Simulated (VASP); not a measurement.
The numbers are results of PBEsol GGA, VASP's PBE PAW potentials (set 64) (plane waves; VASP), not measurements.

Input for VASP

File KPOINTS:
```
K-points
0
G
7 7 7
0 0 0
```

INCAR:
```
! general
SYSTEM   =  CuI
PREC     =  Accurate
ENCUT    =  400
LREAL    =  F   ! projection in real space or not
LASPH    =  T   ! aspherical one-centre terms

! electronic loop
EDIFF    =  1E-6   ! SCF stop (eV)
NELM     =  100
ALGO     =  Normal   ! blocked Davidson
LMAXMIX  =  4   ! l cut-off of mixed one-centre charges

! smearing
ISMEAR   =  0   ! Gaussian
SIGMA    =  0.05   ! width (eV)

! functional
GGA      =  PS   ! PBEsol

! ions
IBRION   =  2   ! conjugate gradients
NSW      =  60   ! most ionic steps
ISIF     =  3   ! ions, shape and volume
EDIFFG   =  -0.01

! output
LWAVE    =  F
LCHARG   =  F
```

### POSCAR
```
CuI
1.0
  0.0000000000   2.9690257901   2.9690257901
  2.9690257901   0.0000000000   2.9690257901
  2.9690257901   2.9690257901   0.0000000000
Cu I
1 1
Cart
  0.0000000000   0.0000000000   0.0000000000
  1.4845128950   1.4845128950   1.4845128950
```

POTCAR, in this order: Cu I (PBE.64 set). Program: vasp_std.

Output of the run:

**OSZICAR**
```
       N       E                     dE             d eps       ncg     rms          rms(c)
DAV:   1     0.984685975748E+02    0.98469E+02   -0.70832E+03   520   0.123E+03
DAV:   2     0.176948060638E+00   -0.98292E+02   -0.92263E+02   530   0.249E+02
DAV:   3    -0.643416052036E+01   -0.66111E+01   -0.65230E+01   705   0.749E+01
DAV:   4    -0.665737570800E+01   -0.22322E+00   -0.22312E+00   646   0.122E+01
DAV:   5    -0.666263725411E+01   -0.52615E-02   -0.52615E-02   733   0.190E+00    0.629E+00
DAV:   6    -0.656807486410E+01    0.94562E-01   -0.56597E+00   520   0.688E+01    0.419E+00
DAV:   7    -0.632148212495E+01    0.24659E+00   -0.12293E+00   550   0.418E+01    0.186E+00
DAV:   8    -0.632512815867E+01   -0.36460E-02   -0.99255E-02   795   0.646E+00    0.655E-01
DAV:   9    -0.631913539949E+01    0.59928E-02   -0.24868E-02   652   0.493E+00    0.240E-01
DAV:  10    -0.631923702723E+01   -0.10163E-03   -0.10172E-03   585   0.261E-01    0.186E-01
DAV:  11    -0.631911864452E+01    0.11838E-03   -0.75083E-04   732   0.922E-01    0.392E-02
DAV:  12    -0.631913647536E+01   -0.17831E-04   -0.13192E-04   764   0.832E-02    0.470E-02
DAV:  13    -0.631913671634E+01   -0.24098E-06   -0.13375E-06   449   0.131E-02
   1 F= -.63191367E+01 E0= -.63191367E+01  d E =-.631914E+01
       N       E                     dE             d eps       ncg     rms          rms(c)
DAV:   1    -0.633211205741E+01   -0.12976E-01   -0.21769E-01   520   0.119E+01    0.903E-01
DAV:   2    -0.632393911257E+01    0.81729E-02   -0.13494E-01   530   0.122E+01    0.378E-01
DAV:   3    -0.631908905975E+01    0.48501E-02   -0.27433E-02   525   0.564E+00    0.162E-01
DAV:   4    -0.631864884971E+01    0.44021E-03   -0.15228E-03   634   0.418E-01    0.555E-02
DAV:   5    -0.631862715760E+01    0.21692E-04   -0.48820E-05   768   0.167E-01    0.485E-02
DAV:   6    -0.631861397862E+01    0.13179E-04   -0.13421E-05   815   0.587E-02    0.157E-02
DAV:   7    -0.631861236445E+01    0.16142E-05   -0.35327E-06   557   0.649E-02    0.375E-03
DAV:   8    -0.631861258324E+01   -0.21879E-06   -0.14395E-06   370   0.883E-03
   2 F= -.63186126E+01 E0= -.63186126E+01  d E =0.524133E-03
       N       E                     dE             d eps       ncg     rms          rms(c)
DAV:   1    -0.632355390487E+01   -0.49415E-02   -0.72646E-02   520   0.683E+00    0.532E-01
DAV:   2    -0.632101408400E+01    0.25398E-02   -0.48547E-02   520   0.708E+00    0.234E-01
DAV:   3    -0.631915393625E+01    0.18601E-02   -0.99303E-03   520   0.350E+00    0.891E-02
DAV:   4    -0.631902360033E+01    0.13034E-03   -0.53380E-04   520   0.158E-01    0.366E-02
DAV:   5    -0.631901283462E+01    0.10766E-04   -0.31902E-05   723   0.168E-01    0.301E-02
DAV:   6    -0.631900946531E+01    0.33693E-05   -0.52956E-06   733   0.255E-02    0.150E-02
DAV:   7    -0.631900792063E+01    0.15447E-05   -0.28505E-06   479   0.591E-02    0.203E-03
DAV:   8    -0.631900795098E+01   -0.30356E-07   -0.79657E-07   280   0.646E-03
   3 F= -.63190080E+01 E0= -.63190080E+01  d E =0.128765E-03
       N       E                     dE             d eps       ncg     rms          rms(c)
DAV:   1    -0.631951433047E+01   -0.50641E-03   -0.69979E-03   520   0.213E+00    0.164E-01
DAV:   2    -0.631926600123E+01    0.24833E-03   -0.45762E-03   520   0.220E+00    0.714E-02
DAV:   3    -0.631909281511E+01    0.17319E-03   -0.93493E-04   525   0.107E+00    0.281E-02
DAV:   4    -0.631907989281E+01    0.12922E-04   -0.49799E-05   545   0.541E-02    0.108E-02
DAV:   5    -0.631907899984E+01    0.89297E-06   -0.20882E-06   465   0.453E-02
   4 F= -.63190790E+01 E0= -.63190790E+01  d E =0.577165E-04
       N       E                     dE             d eps       ncg     rms          rms(c)
DAV:   1    -0.631931837121E+01   -0.23848E-03   -0.32391E-03   520   0.144E+00    0.113E-01
DAV:   2    -0.631920068474E+01    0.11769E-03   -0.21424E-03   520   0.151E+00    0.488E-02
DAV:   3    -0.631911935159E+01    0.81333E-04   -0.44175E-04   520   0.732E-01    0.195E-02
DAV:   4    -0.631911301917E+01    0.63324E-05   -0.23491E-05   550   0.380E-02    0.771E-03
DAV:   5    -0.631911262542E+01    0.39375E-06   -0.83720E-07   290   0.293E-02
   5 F= -.63191126E+01 E0= -.63191126E+01  d E =0.240909E-04
       N       E                     dE             d eps       ncg     rms          rms(c)
DAV:   1    -0.631917655817E+01   -0.63539E-04   -0.81080E-04   520   0.715E-01    0.565E-02
DAV:   2    -0.631914709470E+01    0.29463E-04   -0.53498E-04   520   0.753E-01    0.244E-02
DAV:   3    -0.631912673665E+01    0.20358E-04   -0.11038E-04   520   0.366E-01    0.977E-03
DAV:   4    -0.631912516362E+01    0.15730E-05   -0.59158E-06   545   0.192E-02    0.388E-03
DAV:   5    -0.631912508178E+01    0.81841E-07   -0.20322E-07   260   0.144E-02
   6 F= -.63191251E+01 E0= -.63191251E+01  d E =0.116346E-04
       N       E                     dE             d eps       ncg     rms          rms(c)
DAV:   1    -0.631914305131E+01   -0.17888E-04   -0.20278E-04   520   0.358E-01    0.283E-02
DAV:   2    -0.631913578832E+01    0.72630E-05   -0.13354E-04   520   0.377E-01    0.122E-02
DAV:   3    -0.631913066613E+01    0.51222E-05   -0.27550E-05   520   0.183E-01    0.489E-03
DAV:   4    -0.631913026616E+01    0.39997E-06   -0.13161E-06   278   0.971E-03
   7 F= -.63191303E+01 E0= -.63191303E+01  d E =0.645019E-05
       N       E                     dE             d eps       ncg     rms          rms(c)
DAV:   1    -0.631913594860E+01   -0.52825E-05   -0.51354E-05   520   0.180E-01    0.147E-02
DAV:   2    -0.631913411214E+01    0.18365E-05   -0.35752E-05   520   0.195E-01    0.635E-03
DAV:   3    -0.631913270841E+01    0.14037E-05   -0.75188E-06   520   0.948E-02    0.261E-03
DAV:   4    -0.631913259878E+01    0.10963E-06   -0.30969E-07   260   0.504E-03
   8 F= -.63191326E+01 E0= -.63191326E+01  d E =0.411756E-05
       N       E                     dE             d eps       ncg     rms          rms(c)
DAV:   1    -0.631913451493E+01   -0.18065E-05   -0.12881E-05   520   0.905E-02    0.737E-03
DAV:   2    -0.631913408802E+01    0.42691E-06   -0.90102E-06   520   0.983E-02
   9 F= -.63191341E+01 E0= -.63191341E+01  d E =0.262832E-05
       N       E                     dE             d eps       ncg     rms          rms(c)
DAV:   1    -0.631913319971E+01    0.13152E-05   -0.16457E-06   260   0.166E-02    0.347E-03
DAV:   2    -0.631913307209E+01    0.12761E-06   -0.29557E-06   450   0.562E-02
  10 F= -.63191331E+01 E0= -.63191331E+01  d E =0.364425E-05
       N       E                     dE             d eps       ncg     rms          rms(c)
DAV:   1    -0.631913345702E+01   -0.25731E-06   -0.53686E-07   260   0.102E-02    0.258E-03
DAV:   2    -0.631913341618E+01    0.40840E-07   -0.98330E-07   260   0.350E-02
  11 F= -.63191334E+01 E0= -.63191334E+01  d E =0.330016E-05
```

**OUTCAR**
```
------------------------ aborting loop because EDIFF is reached ----------------------------------------
  FORCE on cell =-STRESS in cart. coord.  units (eV):
  Direction    XX          YY          ZZ          XY          YZ          ZX
  --------------------------------------------------------------------------------------
  Total        0.0002069      0.0002069      0.0002069      0.0000000     -0.0000000      0.0000000
  in kB        0.0063323      0.0063323      0.0063323      0.0000000     -0.0000000      0.0000000
  external PRESSURE =       0.0063323 kB  Pullay stress =       0.0000000 kB
  volume of cell :       52.35
      direct lattice vectors                 reciprocal lattice vectors
    -0.000000000  2.969093551  2.969093551    -0.168401565  0.168401565  0.168401565
     2.969093551 -0.000000000  2.969093551     0.168401565 -0.168401565  0.168401565
     2.969093551  2.969093551  0.000000000     0.168401565  0.168401565 -0.168401565
  FREE ENERGIE OF THE ION-ELECTRON SYSTEM (eV)
  ---------------------------------------------------
  free  energy   TOTEN  =        -6.3191334162 eV

  energy  without entropy=       -6.3191334162  energy(sigma->0) =       -6.31913342

 reached required accuracy - stopping structural energy minimisation
```
(Selected blocks of OUTCAR.)

### CONTCAR
```
CuI
   1.00000000000000
    -0.0000000000000000    2.9690935509784646    2.9690935509784646
     2.9690935509784646   -0.0000000000000000    2.9690935509784646
     2.9690935509784646    2.9690935509784646    0.0000000000000000
  Cu              I
     1     1
Direct
     0.0000000000000000    0.0000000000000000    0.0000000000000000
     0.2500000000000000    0.2500000000000000    0.2500000000000000
```

The structure was generated: CuI was put into the zinc blende type (F-43m), which need not be its known phase. This run relaxes it. Symmetry was kept, so distortions that lower it aren't found. The start is the result of an earlier pass.
